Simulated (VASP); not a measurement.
Computed with G0W0 on PBE orbitals, VASP's PBE PAW potentials (set 64) (plane waves; VASP).

Input for VASP

**KPOINTS**
```
Automatic mesh
0
Gamma
  4 4 4
```

### INCAR
```
# general
SYSTEM      = ZnSe
PREC        = Normal
ENCUT       = 500
LREAL       = .FALSE.
LASPH       = .TRUE.
NBANDS      = 100

# electronic loop
ALGO        = EVGW0

# smearing
ISMEAR      = 0
SIGMA       = 0.01

# functional
GGA         = PE

# output
LWAVE       = .FALSE.
LCHARG      = .FALSE.

# other
NELMGW      = 1
NOMEGA      = 64
ENCUTGW     = 150
NBANDSGW    = 21
LSPECTRALGW = .TRUE.
```

File POSCAR:
```
ZnSe
1.0
  0.0000000000   2.8350000000   2.8350000000
  2.8350000000   0.0000000000   2.8350000000
  2.8350000000   2.8350000000   0.0000000000
Zn Se
1 1
direct
  0.0000000000   0.0000000000   0.0000000000
  0.2500000000   0.2500000000   0.2500000000
```

POTCAR, in this order: Zn_sv_GW Se_GW (PBE.64 set). Program: vasp_std. Read from the step before: WAVECAR, WAVEDER.

Output of the run:

**OUTCAR**
```
 ion  position               nearest neighbor table
   1  0.000  0.000  0.000-   2 2.46   2 2.46   2 2.46   2 2.46
   2  0.250  0.250  0.250-   1 2.46   1 2.46   1 2.46   1 2.46
  LATTYP: Found a face centered cubic cell.
 ALAT       =     5.6700000000
 Subroutine PRICEL returns:
 Original cell was already a primitive cell.
 Subroutine GETGRP returns: Found 24 space group operations
The static configuration has the point symmetry T_d .
The dynamic configuration has the point symmetry T_d .
 Subroutine INISYM returns: Found 24 space group operations
 Subroutine IBZKPT returns following result:
 Found      8 irreducible k-points:

 Following reciprocal coordinates:
            Coordinates               Weight
  0.000000  0.000000  0.000000      1.000000
  0.250000  0.000000  0.000000      8.000000
  0.500000  0.000000  0.000000      4.000000
  0.250000  0.250000  0.000000      6.000000
  0.500000  0.250000  0.000000     24.000000
 -0.250000  0.250000  0.000000     12.000000
  0.500000  0.500000  0.000000      3.000000
 -0.250000  0.500000  0.250000      6.000000
 Subroutine IBZKPT_HF returns following result:
   k-points           NKPTS =      8   k-points in BZ     NKDIM =     64   number of bands    NBANDS=    100
   number of dos      NEDOS =    301   number of ions     NIONS =      2
   total plane-waves  NPLWV =  13824
   dimension x,y,z NGX =    24 NGY =   24 NGZ =   24
   dimension x,y,z NGXF=    48 NGYF=   48 NGZF=   48
   ions per type =               1   1
   PREC   = normal    normal or accurate (medium, high low for compatibility)
   ISTART =      1    job   : 0-new  1-cont  2-samecut
   ICHARG =      0    charge: 1-file 2-atom 10-const
   ISPIN  =      1    spin polarized calculation?
   LNONCOLLINEAR =      F non collinear calculations
   LSORBIT =      F    spin-orbit coupling
   INIWAV =      1    electr: 0-lowe 1-rand  2-diag
   ENCUT  =  500.0 eV  36.75 Ry    6.06 a.u.   7.31  7.31  7.31*2*pi/ulx,y,z
   NELM   =     60;   NELMIN=  2; NELMDL=  0     # of ELM steps
...
```

OSZICAR:
```
energies w=
    0.000    0.000    1.324    0.000    2.644    0.000    3.960    0.000
    5.267    0.000    6.564    0.000    7.850    0.000    9.121    0.000
   10.378    0.000   11.619    0.000   12.843    0.000   14.052    0.000
   15.245    0.000   16.422    0.000   17.584    0.000   18.733    0.000
   19.869    0.000   20.995    0.000   22.111    0.000   23.219    0.000
   24.322    0.000   25.420    0.000   26.517    0.000   27.615    0.000
   28.715    0.000   29.821    0.000   30.934    0.000   32.058    0.000
   33.196    0.000   34.350    0.000   35.524    0.000   36.721    0.000
   37.946    0.000   39.202    0.000   40.495    0.000   41.829    0.000
   43.211    0.000   44.646    0.000   46.142    0.000   47.706    0.000
   49.349    0.000   51.080    0.000   52.911    0.000   54.857    0.000
   56.934    0.000   59.160    0.000   61.558    0.000   64.154    0.000
   66.980    0.000   70.075    0.000   73.485    0.000   77.267    0.000
   81.494    0.000   86.255    0.000   91.665    0.000   97.875    0.000
  105.080    0.000  113.546    0.000  123.641    0.000  135.885    0.000
  151.041    0.000  170.281    0.000  195.488    0.000  229.910    0.000
NQ=   1    0.0000    0.0000    0.0000,
 performed        178000 updates of chi_q(r,r)
NQ=   2    0.2500    0.0000    0.0000,
 performed        473000 updates of chi_q(r,r)
NQ=   3    0.5000    0.0000    0.0000,
 performed        735000 updates of chi_q(r,r)
NQ=   4    0.2500    0.2500    0.0000,
 performed       1030000 updates of chi_q(r,r)
NQ=   5    0.5000    0.2500    0.0000,
 performed       1418000 updates of chi_q(r,r)
NQ=   6   -0.2500    0.2500    0.0000,
 performed       1772000 updates of chi_q(r,r)
NQ=   7    0.5000    0.5000    0.0000,
 performed       2009000 updates of chi_q(r,r)
NQ=   8   -0.2500    0.5000    0.2500,
 performed       2296000 updates of chi_q(r,r)
 resolving degeneracies of screened two electron integrals
```

### OUTCAR
```


 k-point   1 :       0.0000    0.0000    0.0000
  band No.  KS-energies  QP-energies   sigma(KS)   V_xc(KS)     V^pw_x(r,r')   Z            occupation Imag(sigma)

      1    -122.6235    -134.1887     -55.5187     -38.6748     -68.8772       0.6866       2.0000       2.5404
      2     -76.8135     -85.0017     -49.1309     -37.6072     -61.3263       0.7106       2.0000       3.0692
      3     -76.8135     -85.0017     -49.1309     -37.6072     -61.3263       0.7106       2.0000       3.0692
      4     -76.8135     -85.0017     -49.1309     -37.6072     -61.3263       0.7106       2.0000       3.0692
      5     -10.6554     -11.7664     -13.9529     -12.4453     -19.9785       0.7369       2.0000       1.9681
      6      -3.9649      -5.8214     -32.0442     -29.4282     -40.6063       0.7097       2.0000       0.9974
      7      -3.9649      -5.8214     -32.0442     -29.4282     -40.6063       0.7097       2.0000       0.9974
      8      -3.9649      -5.8214     -32.0442     -29.4282     -40.6063       0.7097       2.0000       0.9974
      9      -3.5987      -5.5134     -33.9017     -31.2076     -42.7679       0.7107       2.0000       0.9526
     10      -3.5987      -5.5134     -33.9017     -31.2076     -42.7679       0.7107       2.0000       0.9526
     11       2.5947       1.7892     -15.9538     -14.9303     -18.0266       0.7869       2.0000       0.3810
     12       2.5947       1.7892     -15.9538     -14.9303     -18.0266       0.7869       2.0000       0.3810
     13       2.5947       1.7892     -15.9538     -14.9303     -18.0266       0.7869       2.0000       0.3810
     14       3.8495       4.5095     -10.2621     -11.0751      -6.7834       0.8116       0.0000      -0.3540
     15       8.3731       8.9690      -9.6783     -10.4174      -5.6988       0.8063       0.0000      -0.4912
     16       8.3731       8.9690      -9.6783     -10.4174      -5.6988       0.8063       0.0000      -0.4912
     17       8.3731       8.9690      -9.6783     -10.4174      -5.6988       0.8063       0.0000      -0.4912
     18      12.4961      13.0703      -8.2869      -8.9925      -3.4160       0.8138       0.0000      -0.7845
     19      14.0227      14.6989     -10.1395     -10.9767      -5.6803       0.8076       0.0000      -0.7268
     20      14.0227      14.6989     -10.1395     -10.9767      -5.6803       0.8076       0.0000      -0.7268
     21      15.6189      15.9737      -7.4864      -7.9178      -2.5974       0.8225       0.0000      -0.9821

 k-point   2 :       0.2500    0.0000    0.0000
  band No.  KS-energies  QP-energies   sigma(KS)   V_xc(KS)     V^pw_x(r,r')   Z            occupation Imag(sigma)

      1    -122.6235    -134.2202     -55.5189     -38.6748     -68.8773       0.6885       2.0000       2.5404
      2     -76.8137     -84.8971     -49.1303     -37.6071     -61.3258       0.7015       2.0000       3.0689
      3     -76.8137     -84.8971     -49.1303     -37.6071     -61.3258       0.7015       2.0000       3.0689
      4     -76.8137     -84.8971     -49.1303     -37.6071     -61.3258       0.7015       2.0000       3.0689
      5     -10.2920     -11.3732     -14.1924     -12.7272     -20.1310       0.7379       2.0000       1.8921
      6      -3.9149      -5.7776     -32.2529     -29.6307     -40.8464       0.7103       2.0000       0.9933
      7      -3.9149      -5.7776     -32.2529     -29.6307     -40.8464       0.7103       2.0000       0.9933
      8      -3.9028      -5.7318     -30.9357     -28.3777     -39.1825       0.7150       2.0000       0.9896
      9      -3.5986      -5.5186     -33.8944     -31.2012     -42.7647       0.7129       2.0000       0.9545
     10      -3.5986      -5.5186     -33.8944     -31.2012     -42.7647       0.7129       2.0000       0.9545
     11      -0.4604      -1.4542     -15.7338     -14.4579     -18.5372       0.7789       2.0000       0.5571
     12       2.1168       1.2753     -15.4255     -14.3553     -17.5137       0.7862       2.0000       0.4003
     13       2.1168       1.2753     -15.4255     -14.3553     -17.5137       0.7862       2.0000       0.4003
     14       5.3121       5.9628     -10.2914     -11.0976      -6.6807       0.8070       0.0000      -0.3905
     15       9.0050       9.6194      -9.8200     -10.5836      -5.7462       0.8046       0.0000      -0.5264
     16       9.0050       9.6194      -9.8200     -10.5836      -5.7462       0.8046       0.0000      -0.5264
     17       9.1395       9.7284      -9.9082     -10.6406      -5.8155       0.8042       0.0000      -0.5516
     18      13.0056      13.5412      -9.3553     -10.0155      -4.9774       0.8114       0.0000      -0.6960
     19      13.0056      13.5412      -9.3553     -10.0155      -4.9774       0.8114       0.0000      -0.6960
     20      13.2849      13.6196      -7.3694      -7.7789      -2.6711       0.8172       0.0000      -0.7899
     21      16.5386      17.2317      -8.7340      -9.5825      -3.6001       0.8168       0.0000      -1.0397

 k-point   3 :       0.5000    0.0000    0.0000
  band No.  KS-energies  QP-energies   sigma(KS)   V_xc(KS)     V^pw_x(r,r')   Z            occupation Imag(sigma)

      1    -122.6234    -134.2714     -55.5189     -38.6748     -68.8773       0.6915       2.0000       2.5404
      2     -76.8137     -84.8681     -49.1299     -37.6070     -61.3253       0.6990       2.0000       3.0686
      3     -76.8137     -84.8681     -49.1299     -37.6070     -61.3253       0.6990       2.0000       3.0686
      4     -76.8137     -84.8681     -49.1299     -37.6070     -61.3253       0.6990       2.0000       3.0686
      5      -9.8631     -10.9028     -14.5932     -13.1832     -20.4518       0.7374       2.0000       1.7975
      6      -3.8784      -5.7484     -32.4034     -29.7752     -41.0172       0.7115       2.0000       0.9888
      7      -3.8784      -5.7484     -32.4034     -29.7752     -41.0172       0.7115       2.0000       0.9888
      8      -3.5802      -5.5017     -33.9978     -31.3032     -42.8943       0.7131       2.0000       0.9569
      9      -3.5802      -5.5017     -33.9978     -31.3032     -42.8943       0.7131       2.0000       0.9569
     10      -3.4394      -5.3436     -33.6385     -30.9826     -42.4424       0.7169       2.0000       0.9674
     11      -2.6400      -3.7611     -12.4191     -10.9780     -15.2432       0.7780       2.0000       0.7822
     12       1.7250       0.8507     -15.0039     -13.8905     -17.1285       0.7853       2.0000       0.4218
     13       1.7250       0.8507     -15.0039     -13.8905     -17.1285       0.7853       2.0000       0.4218
     14       5.1084       5.7358     -10.2690     -11.0442      -6.7096       0.8093       0.0000      -0.3832
     15       8.9542       9.5009      -9.6673     -10.3449      -5.6973       0.8070       0.0000      -0.5157
     16       8.9542       9.5009      -9.6673     -10.3449      -5.6973       0.8070       0.0000      -0.5157
     17      11.1504      11.5530      -8.5139      -9.0135      -4.0055       0.8058       0.0000      -0.7217
     18      13.5407      14.1294      -8.4024      -9.1274      -3.4979       0.8120       0.0000      -0.8512
     19      15.6541      16.4252      -9.4434     -10.3936      -4.4340       0.8115       0.0000      -0.9377
     20      15.6541      16.4252      -9.4434     -10.3936      -4.4340       0.8115       0.0000      -0.9377
     21      16.7494      17.7519      -9.7458     -10.9719      -4.5233       0.8176       0.0000      -1.0889

 k-point   4 :       0.2500    0.2500    0.0000
  band No.  KS-energies  QP-energies   sigma(KS)   V_xc(KS)     V^pw_x(r,r')   Z            occupation Imag(sigma)

      1    -122.6235    -134.1760     -55.5190     -38.6748     -68.8774       0.6858       2.0000       2.5405
      2     -76.8139     -84.8592     -49.1301     -37.6070     -61.3256       0.6982       2.0000       3.0689
      3     -76.8139     -84.8592     -49.1301     -37.6070     -61.3256       0.6982       2.0000       3.0689
      4     -76.8139     -84.8592     -49.1301     -37.6070     -61.3256       0.6982       2.0000       3.0689
      5     -10.1699     -11.2415     -14.2777     -12.8266     -20.1884       0.7384       2.0000       1.8673
      6      -3.9754      -5.7873     -30.3847     -27.8490     -38.5124       0.7146       2.0000       0.9931
      7      -3.8549      -5.7298     -32.4968     -29.8673     -41.1295       0.7130       2.0000       0.9899
      8      -3.8549      -5.7298     -32.4968     -29.8673     -41.1295       0.7130       2.0000       0.9899
      9      -3.6242      -5.5324     -33.6566     -30.9730     -42.4834       0.7111       2.0000       0.9579
     10      -3.5751      -5.4988     -34.0045     -31.3086     -42.8935       0.7136       2.0000       0.9529
     11      -0.2948      -1.2427     -16.5375     -15.3190     -19.3872       0.7778       2.0000       0.5411
     12       1.3426       0.4375     -14.7164     -13.5625     -16.8845       0.7844       2.0000       0.4388
     13       1.3426       0.4375     -14.7164     -13.5625     -16.8845       0.7844       2.0000       0.4388
     14       6.4931       7.1438     -10.6371     -11.4461      -6.9426       0.8044       0.0000      -0.4261
     15       6.6009       7.0374      -9.3180      -9.8564      -5.6689       0.8107       0.0000      -0.4312
     16      10.5938      11.3123     -10.2201     -11.1165      -5.8267       0.8015       0.0000      -0.6339
     17      10.5938      11.3123     -10.2201     -11.1165      -5.8267       0.8015       0.0000      -0.6339
     18      10.8369      11.2629      -9.0251      -9.5492      -4.9225       0.8127       0.0000      -0.5949
     19      14.8764      15.5816      -9.7964     -10.6669      -5.1372       0.8101       0.0000      -0.7938
     20      16.3481      17.1201      -8.9502      -9.8946      -3.7460       0.8174       0.0000      -1.0444
     21      17.8087      18.2946      -7.7349      -8.3236      -2.7464       0.8255       0.0000      -1.0848

 k-point   5 :       0.5000    0.2500    0.0000
  band No.  KS-energies  QP-energies   sigma(KS)   V_xc(KS)     V^pw_x(r,r')   Z            occupation Imag(sigma)

      1    -122.6234    -134.3596     -55.5189     -38.6748     -68.8772       0.6968       2.0000       2.5404
      2     -76.8136     -84.9940     -49.1298     -37.6070     -61.3252       0.7099       2.0000       3.0685
      3     -76.8136     -84.9940     -49.1298     -37.6070     -61.3252       0.7099       2.0000       3.0685
      4     -76.8136     -84.9940     -49.1298     -37.6070     -61.3252       0.7099       2.0000       3.0685
      5      -9.7373     -10.7710     -14.7023     -13.3054     -20.5389       0.7400       2.0000       1.7731
...
```
(Selected blocks of OUTCAR.)

The mesh is coarse and the basis finite, so the quasiparticle values are not converged. VASP warned that its frequency grid is unfit for quasiparticle energies.

The compound is ZnSe in the zinc blende structure. The cell was not relaxed at this level. The k-mesh is coarse (spacing up to 0.48 per Å, 2π included), so the numbers may not be converged in it.
